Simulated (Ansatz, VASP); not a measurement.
# Cross-check of Ti2CO2 between VASP and Ansatz, part 2 of 2

One calculation is typed for both programs; each brings its own data sets. How far apart do they land? The structure shown is the start of the Ansatz relaxation below; VASP solves that cell, so the two are compared at the walk's first step.

VASP 6.6.1 and Ansatz 0.2.0.

So far. Step 4 (Side by side): The forces differ by 21 meV/Å r.m.s., which is 1.7 % of the r.m.s. force of 1.240 eV/Å (both taken over all components). With vacuum in the cell, a pressure given here is an average over mostly empty space and none of the material.

## (6) VASP: single point, PBE, start cell, pair 2

Level of this step: PBE, no spin polarisation; plane waves and PAW (C, Ti_sv, O) (VASP).

The same cell, functional, mesh and smearing now go to VASP, with its own data sets.

File INCAR:

```
SYSTEM = Ti2CO2
PREC = Accurate
ENCUT = 520
EDIFF = 1E-06
NELM = 120
ISMEAR = 0
SIGMA = 0.02
LREAL = .FALSE.
ALGO = Normal
GGA = PE
NBANDS = 26
LASPH = .TRUE.
LORBIT = 11
LWAVE = .FALSE.
LCHARG = .FALSE.
ISIF = 2
LDIPOL = .TRUE.
IDIPOL = 3
DIPOL = 0.5 0.5 0.307
LVHAR = .TRUE.
GGA_COMPAT = .FALSE.
EFERMI = MIDGAP
NELMDL = -8
KPAR = 2
```

File POSCAR:

```
Ti2CO2
1.0
    3.0295490000      0.0000000000      0.0000000000
   -1.5147740000      2.6236660000      0.0000000000
    0.0000000000      0.0000000000     32.6000000000
C Ti O
1 2 2
Direct
    0.0000000000      0.0000000000      0.3067484663
    0.3333332868      0.6666667937      0.3468261350
    0.6666663831      0.3333332063      0.2666707975
    0.6666663831      0.3333332063      0.3746326687
    0.3333332868      0.6666667937      0.2388642638
```

File KPOINTS:

```
Automatic mesh
0
Gamma
15 15 1
0 0 0
```

The projector-augmented-wave data sets are C, Ti_sv and O (PBE family, release 64).

Command:

```console
mpirun -np 2 vasp_std
```

Numbers of over 12 decimals in the logs are rounded to 6 here.

The log of the run:

```text
[... set-up lines as in an earlier step ...]
 entering main loop
       N       E                     dE             d eps       ncg     rms          rms(c)
DAV:   1     0.454499173647E+03    0.45450E+03   -0.20172E+04  1708   0.133E+03
DAV:   2     0.183113774961E+02   -0.43619E+03   -0.42770E+03  1764   0.395E+02
DAV:   3    -0.528087736707E+02   -0.71120E+02   -0.70358E+02  2040   0.156E+02
DAV:   4    -0.591083282561E+02   -0.62996E+01   -0.62908E+01  2248   0.435E+01
[...]
DAV:  26    -0.450424481586E+02   -0.12493E-05   -0.46044E-08   708   0.125E-03    0.165E-04
DAV:  27    -0.450424492420E+02   -0.10834E-05   -0.42420E-08   726   0.107E-03    0.897E-05
DAV:  28    -0.450424495555E+02   -0.31347E-06   -0.13609E-08   702   0.657E-04
   1 F= -.45042450E+02 E0= -.45042450E+02  d E =-.996707E-34
```

From OUTCAR (step 6):

```text
  Total        0.2115507      0.2115506      0.1058714      0.0000000      0.0000000     -0.0000000
  in kB        1.3080394      1.3080390      0.6546139      0.0000002      0.0000000     -0.0000000
  external PRESSURE =       1.0902308 kB  Pullay stress =       0.0000000 kB

 POSITION                                       TOTAL-FORCE (eV/Angst)
 -----------------------------------------------------------------------------------
      0.00000      0.00000     10.00000        -0.000000     -0.000000      0.000000
     -0.00000      1.74911     11.30653        -0.000000      0.000000     -0.026168
      1.51477      0.87456      8.69347         0.000000     -0.000000      0.026168
      1.51477      0.87456     12.21302         0.000000     -0.000000      0.052141
     -0.00000      1.74911      7.78697        -0.000000      0.000000     -0.052141
 -----------------------------------------------------------------------------------
    total drift:                                0.002830     -0.000000      0.000384

  FREE ENERGIE OF THE ION-ELECTRON SYSTEM (eV)
  ---------------------------------------------------
  free  energy   TOTEN  =       -45.0424495555 eV

  energy  without entropy=      -45.0424495555  energy(sigma->0) =      -45.04244956

[... 3 further parts left out ...]
[key lines of the parts left out:]
E-fermi :  -2.9465
```

The run ends at a pressure of 0.11 GPa, with forces up to 0.052 eV/Å.

## (7) Side by side

What differs besides the data sets and the points named for the pairs above, as far as they apply: the cutoff is 420 eV in Ansatz and 520 eV in VASP. Total energies have different zeros and are not compared.

Forces (eV/Å; atoms numbered as in POSCAR):

```csv
atom,"Ansatz x, y, z","VASP x, y, z"
C1,"0.000, 0.000, 0.000","0.000, 0.000, 0.000"
Ti2,"0.000, 0.000, 0.009","0.000, 0.000, -0.026"
Ti3,"0.000, 0.000, -0.009","0.000, 0.000, 0.026"
O4,"0.000, 0.000, -0.002","0.000, 0.000, 0.052"
O5,"0.000, 0.000, 0.002","0.000, 0.000, -0.052"
```

The forces differ by 24 meV/Å r.m.s., where the r.m.s. force is 0.003 eV/Å in Ansatz and 0.021 eV/Å in VASP: the atoms lie near their places of rest in Ansatz, so a percentage would say little (all taken over all components). With vacuum in the cell, a pressure given here is an average over mostly empty space and none of the material.

## (8) Ansatz: relaxation, PBE

The two programs are compared at the cell with which this relaxation starts, whose forces are those of its first step.

The structure compared here is the start of the Ansatz relaxation; VASP solves that cell, so the two are compared at the walk's first step.

File input.yaml:

```yaml
crystal:
  lattice:
    - [3.0291507243, 0.0, 0.0]
    - [-1.5145753621, 2.6233214791, 0.0]
    - [0.0, 0.0, 32.6]
  atoms:
    - { symbol: C, position: [0.0, 0.0, 0.3067484663] }
    - { symbol: Ti, position: [0.3333333333, 0.6666666667, 0.346847912] }
    - { symbol: Ti, position: [0.6666666667, 0.3333333333, 0.2666490206] }
    - { symbol: O, position: [0.6666666667, 0.3333333333, 0.3746596291] }
    - { symbol: O, position: [0.3333333333, 0.6666666667, 0.2388373035] }
  periodic: [true, true, false]
kpoints:
  mp_grid: { grid: [18, 18, 1] }
hamiltonian:
  xc: pbe
scf:
  occupations: { method: fixed }
output:
  forces: true
  stress: true
  eigenvalues: true
relax:
  adjacent_minimum: "off"
  f_tol: 0.001
  max_steps: 60
  cell: { stress_2d_tol: 0.002 }
```

Command:

```console
ansatz run input.yaml --threads 8 --pin off --max-ram 14336MiB --backend cpu --events-out ev --progress --plain --runs-dir out
```

The log of the run:

```text
[...]
Crystal: 5 atoms, lattice volume = 259.054 Å³
Basis set: ecut = 420 eV, 4993 PW (Γ), exchange–correlation on 48×48×450 points (8 copies of the dense FFT grid, shifted against one another)
Bands: 25, of which v1, the nominal top of the filled ones, is band 20 counted from 1 (19 counted from 0)
Symmetry: 12 space group operations
[...]
k-points: 37 of 324
[...]
cell:  # Å, volume = 259.0806 Å³
    - [3.029307, -2.8869171055766833e-11, 0]
    - [-1.514654, 2.623457, 0]
    - [0, 0, 32.6]
  atoms:
    - { symbol: C, position: [0, 0, 0.306748] }
    - { symbol: Ti, position: [0.333333, 0.666667, 0.346840] }
    - { symbol: Ti, position: [0.666667, 0.333333, 0.266657] }
    - { symbol: O, position: [0.666667, 0.333333, 0.374643] }
    - { symbol: O, position: [0.333333, 0.666667, 0.238854] }
[key lines of the parts left out:]
SCF converged after 8 iterations
Free energy (F): -6390.421035 eV
Fermi energy:    -5.795815 eV
P = ½ c Tr σ = -0.0004 N/m
```

## (9) VASP: single point, PBE, start cell, pair 3

The same cell, functional and mesh now go to VASP, with its own data sets.

INCAR, as its differences from that of step 6:

```diff
@@ -6,3 +6,3 @@
 ISMEAR = 0
-SIGMA = 0.02
+SIGMA = 0.01
 LREAL = .FALSE.
```

File POSCAR:

```
Ti2CO2
1.0
    3.0291510000      0.0000000000      0.0000000000
   -1.5145750000      2.6233210000      0.0000000000
    0.0000000000      0.0000000000     32.6000000000
C Ti O
1 2 2
Direct
    0.0000000000      0.0000000000      0.3067484663
    0.3333332868      0.6666667937      0.3468479141
    0.6666663831      0.3333332063      0.2666490184
    0.6666663831      0.3333332063      0.3746596319
    0.3333332868      0.6666667937      0.2388373006
```

File KPOINTS:

```
Automatic mesh
0
Gamma
18 18 1
0 0 0
```

Command:

```console
mpirun -np 2 vasp_std
```

The log of the run:

```text
[... set-up lines as in an earlier step ...]
 entering main loop
       N       E                     dE             d eps       ncg     rms          rms(c)
DAV:   1     0.452026907877E+03    0.45203E+03   -0.20134E+04  2324   0.133E+03
DAV:   2     0.166114958972E+02   -0.43542E+03   -0.42764E+03  2468   0.392E+02
DAV:   3    -0.530013588570E+02   -0.69613E+02   -0.68854E+02  2778   0.155E+02
DAV:   4    -0.591304685178E+02   -0.61291E+01   -0.61218E+01  3112   0.428E+01
[...]
DAV:  26    -0.450425549883E+02   -0.12156E-05   -0.54480E-08   970   0.132E-03    0.189E-04
DAV:  27    -0.450425560951E+02   -0.11067E-05   -0.49395E-08   994   0.114E-03    0.978E-05
DAV:  28    -0.450425564223E+02   -0.32727E-06   -0.17066E-08   968   0.740E-04
   1 F= -.45042556E+02 E0= -.45042556E+02  d E =-.246093-120
```

From OUTCAR (step 9):

```text
  Total        0.2271714      0.2271713      0.0703244      0.0000000      0.0000000      0.0000000
  in kB        1.4049933      1.4049925      0.4349372      0.0000003      0.0000000      0.0000000
  external PRESSURE =       1.0816410 kB  Pullay stress =       0.0000000 kB

 POSITION                                       TOTAL-FORCE (eV/Angst)
 -----------------------------------------------------------------------------------
      0.00000      0.00000     10.00000         0.000000      0.000000     -0.000000
     -0.00000      1.74888     11.30724         0.000000      0.000000     -0.036758
      1.51458      0.87444      8.69276        -0.000000      0.000000      0.036758
      1.51458      0.87444     12.21390        -0.000000     -0.000000      0.050412
     -0.00000      1.74888      7.78610         0.000000      0.000000     -0.050412
 -----------------------------------------------------------------------------------
    total drift:                                0.002830     -0.000000      0.000378

  FREE ENERGIE OF THE ION-ELECTRON SYSTEM (eV)
  ---------------------------------------------------
  free  energy   TOTEN  =       -45.0425564223 eV

  energy  without entropy=      -45.0425564223  energy(sigma->0) =      -45.04255642

[... 3 further parts left out ...]
[key lines of the parts left out:]
E-fermi :  -2.9468
```

The run ends at a pressure of 0.11 GPa, with forces up to 0.050 eV/Å.

## (10) Side by side

What differs besides the data sets and the points named for the pairs above, as far as they apply: fixed occupations in Ansatz, narrow Gaussian smearing in VASP. Total energies have different zeros and are not compared.

Forces (eV/Å; atoms numbered as in POSCAR):

```csv
atom,"Ansatz x, y, z","VASP x, y, z"
C1,"0.000, 0.000, 0.000","0.000, 0.000, 0.000"
Ti2,"0.000, 0.000, -0.002","0.000, 0.000, -0.037"
Ti3,"0.000, 0.000, 0.002","0.000, 0.000, 0.037"
O4,"0.000, 0.000, -0.004","0.000, 0.000, 0.050"
O5,"0.000, 0.000, 0.004","0.000, 0.000, -0.050"
```

The forces differ by 24 meV/Å r.m.s., where the r.m.s. force is 0.002 eV/Å in Ansatz and 0.023 eV/Å in VASP: the atoms lie near their places of rest in Ansatz, so a percentage would say little (all taken over all components). With vacuum in the cell, a pressure given here is an average over mostly empty space and none of the material.

## (11) Outcome

```yaml
r_m_s_force_difference_single_point_pbe_start_cell_pair_1: 1.7 % of the r.m.s. force
r_m_s_force_difference_single_point_pbe_start_cell_pair_2: 24 meV/Å
r_m_s_force_difference_single_point_pbe_start_cell_pair_3: 24 meV/Å
```

**Reading.** The r.m.s. force difference is 24 meV/Å (single point, PBE, start cell, pair 3), beyond the 12 meV/Å picked in this series as the mark of a large difference. What causes the difference of the single point, PBE, start cell, pair 2 pair stays open here. What causes the difference of the single point, PBE, start cell, pair 3 pair stays open here. 3 further runs of this series are not shown here. How closely two codes agree says nothing of how well the functional describes the real material.

[Lines on the potential files, build, host, timing and source positions are cut from VASP's logs without a mark.]

[Logs are printed without paths, hosts, clocks, repeated set-up lines and the standing remarks that a program may print on its own settings, such as how far it seeks lower states.]

[Hosts, paths, dates, database ids (printed as entryN), source tags and the programs' standing remarks are cut or masked in the printed files.]
